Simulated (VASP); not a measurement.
# Pt2F (Fm-3m) in VASP: a series of runs, part 2 of 2

VASP 6.6.1. The steps go on from the part before.

## 5. Relaxation of cell and atoms, PBE, target pressure 20 GPa, at which the enthalpy is minimised

INCAR reads:

```
PREC = Accurate
ENCUT = 600
EDIFF = 1E-6
ISMEAR = -1
SIGMA = 0.05
LREAL = F
LASPH = T
NELM = 80
ALGO = Normal
ISIF = 3
LWAVE = F
LCHARG = F
GGA = PE
IBRION = 2
NSW = 60
EDIFFG = -0.005
PSTRESS = 200
```

KPOINTS reads:

```
Automatic mesh
0
Gamma
  8 8 8
```

POSCAR reads:

```
Pt2F
1.0
    0.0000000000      2.8524300000      2.8524300000
    2.8524300000      0.0000000000      2.8524300000
    2.8524300000      2.8524300000      0.0000000000
Pt F
2 1
Direct
    0.2500000000      0.2500000000      0.2500000000
    0.7500000000      0.7500000000      0.7500000000
    0.0000000000      0.0000000000      0.0000000000
```

On the command line:

```bash
> cat potpaw_PBE.64/Pt/POTCAR potpaw_PBE.64/F/POTCAR > POTCAR
> mpirun -np 1 vasp_std > vasp.out
```

Wall time 57 s (1 thread of AMD EPYC 9R45 (Zen 5), shared host); peak memory 0.17 GiB.

It converged, with:

```
Free energy                                            : -11.6323 eV
Relaxed volume                                         : 13.82 Å³/atom
Relaxed cell                                           : a = 3.885 Å, b = 3.885 Å, c = 3.885 Å, α = 60.00°, β = 60.00°, γ = 60.00°
Space group after relaxing (to 0.05 Å)                 : Fm-3m (No. 225)
Energy change on relaxing (the enthalpy is what falls) : +90.2 meV/atom
Ionic steps                                            : 7
Pressure after relaxing                                : 20.0 GPa
Band gap on the k mesh                                 : none (metal or under the smearing width)
```

The path:
```
step  energy change (eV)  largest force (eV/Å)  pressure (GPa)  volume (Å³)
   1              0.0000                0.0000           -0.21        46.42
   2              2.3411                0.0000           85.92        34.50
   3              0.2409                0.0000           18.63        41.71
   4              0.2633                0.0000           19.66        41.52
   5              0.2750                0.0000           20.19        41.42
   6              0.2640                0.0000           19.70        41.51
   7              0.2707                0.0000           20.00        41.46
```

Final structure:
```cif
data_structure
_symmetry_space_group_name_H-M 'P 1'
_symmetry_Int_Tables_number 1
_cell_length_a 3.8849
_cell_length_b 3.8849
_cell_length_c 3.8849
_cell_angle_alpha 60.000
_cell_angle_beta 60.000
_cell_angle_gamma 60.000
_cell_volume 41.46
loop_
_atom_site_label
_atom_site_type_symbol
_atom_site_fract_x
_atom_site_fract_y
_atom_site_fract_z
_atom_site_occupancy
Pt1 Pt 0.25000 0.25000 0.25000 1
Pt2 Pt 0.75000 0.75000 0.75000 1
F1 F 0.00000 0.00000 0.00000 1
```

Levels at points of the mesh, in eV from the Fermi level:
```csv
k point,band 10,band 11,band 12,band 13,band 14,band 15,band 16,band 17
"(0.00, 0.00, 0.00)",-1.24,-0.04,-0.04,-0.04,1.42,1.42,8.34,8.34
"(0.50, 0.00, 0.00)",-1.87,-1.87,-1.71,-0.85,-0.10,-0.10,1.72,11.35
"(0.50, 0.50, 0.00)",-1.48,-1.11,-1.11,0.15,1.30,2.24,4.39,6.98
```

Caveat: the cell is relaxed towards a set pressure, so the enthalpy falls and the energy may rise; an odd number of electrons without spin polarisation forces a metal; a magnetic or distorted state may lie lower. The run has no spin-orbit coupling, so splittings on Pt are missing.

## 6. Relaxation of cell and atoms, PBE, target pressure 30 GPa, at which the enthalpy is minimised

Edit INCAR of step 5 so:

```diff
@@ -16,2 +16,2 @@
 EDIFFG = -0.005
-PSTRESS = 200
+PSTRESS = 300
```

KPOINTS is that of step 5.

POSCAR is that of step 5.

Potentials or basis: VASP PAW PBE potentials, release 64 (Pt, F).

On the command line:

```bash
> cat potpaw_PBE.64/Pt/POTCAR potpaw_PBE.64/F/POTCAR > POTCAR
> mpirun -np 1 vasp_std > vasp.out
```

Wall time 47 s (1 thread of AMD EPYC 9R45 (Zen 5), shared host); peak memory 0.17 GiB.

The run converged. Its results:

```
Free energy                                            : -11.3849 eV
Relaxed volume                                         : 13.29 Å³/atom
Relaxed cell                                           : a = 3.834 Å, b = 3.834 Å, c = 3.834 Å, α = 60.00°, β = 60.00°, γ = 60.00°
Space group after relaxing (to 0.05 Å)                 : Fm-3m (No. 225)
Energy change on relaxing (the enthalpy is what falls) : +172.7 meV/atom
Ionic steps                                            : 5
Pressure after relaxing                                : 30.0 GPa
Band gap on the k mesh                                 : none (metal or under the smearing width)
```

The path:
```
step  energy change (eV)  largest force (eV/Å)  pressure (GPa)  volume (Å³)
   1              0.0000                0.0000           -0.21        46.42
   2              6.5998                0.0000          198.13        29.45
   3              0.4141                0.0000           26.04        40.46
   4              0.4791                0.0000           28.55        40.08
   5              0.5181                0.0000           30.03        39.86
```

Final structure:
```cif
data_structure
_symmetry_space_group_name_H-M 'P 1'
_symmetry_Int_Tables_number 1
_cell_length_a 3.8343
_cell_length_b 3.8343
_cell_length_c 3.8343
_cell_angle_alpha 60.000
_cell_angle_beta 60.000
_cell_angle_gamma 60.000
_cell_volume 39.86
loop_
_atom_site_label
_atom_site_type_symbol
_atom_site_fract_x
_atom_site_fract_y
_atom_site_fract_z
_atom_site_occupancy
Pt1 Pt 0.25000 0.25000 0.25000 1
Pt2 Pt 0.75000 0.75000 0.75000 1
F1 F 0.00000 0.00000 0.00000 1
```

Levels at points of the mesh, in eV from the Fermi level:
```csv
k point,band 10,band 11,band 12,band 13,band 14,band 15,band 16,band 17
"(0.00, 0.00, 0.00)",-1.32,-0.04,-0.04,-0.04,1.52,1.52,8.48,8.48
"(0.50, 0.00, 0.00)",-2.01,-2.01,-1.78,-0.91,-0.10,-0.10,1.78,11.61
"(0.50, 0.50, 0.00)",-1.59,-1.20,-1.20,0.16,1.40,2.24,4.63,7.12
```

Caveat: the cell is relaxed towards a set pressure, so the enthalpy falls and the energy may rise; an odd number of electrons without spin polarisation forces a metal; a magnetic or distorted state may lie lower.

## 7. For comparison

An earlier run on the cell as given: functional PBE; potentials or basis VASP PAW PBE potentials, release 64 (Pt, F); cutoff 520 eV; k mesh 8 × 8 × 8; occupations fermi-dirac, width 0.05 eV; no spin polarisation.

- Pressure: -0.3 GPa
- Band gap on the k mesh: none (metal or under the smearing width)

## 8. Overview

```tsv
task	cell	cutoff (eV)	target pressure	gap on the mesh (eV)	pressure (GPa)
relaxation of cell and atoms	relaxed to 2 GPa	600	2 GPa	none	2.0
relaxation of cell and atoms	relaxed to 5 GPa	600	5 GPa	none	5.0
relaxation of cell and atoms	relaxed to 10 GPa	600	10 GPa	none	10.0
relaxation of cell and atoms	relaxed to 20 GPa	600	20 GPa	none	20.0
relaxation of cell and atoms	relaxed to 30 GPa	600	30 GPa	none	30.0
single point	as given	520	-	none	-0.3
```

Alike in all rows: level PBE; potentials or basis VASP PAW PBE potentials, release 64 (Pt, F); no spin polarisation; k mesh 8 × 8 × 8; smearing fermi-dirac 0.05 eV.

Caveats: an odd number of electrons without spin polarisation forces a metal; a magnetic or distorted state may lie lower; the cell is relaxed towards a set pressure, so the enthalpy falls and the energy may rise (some runs).

Absolute energies hang on the potentials; compare differences alone.
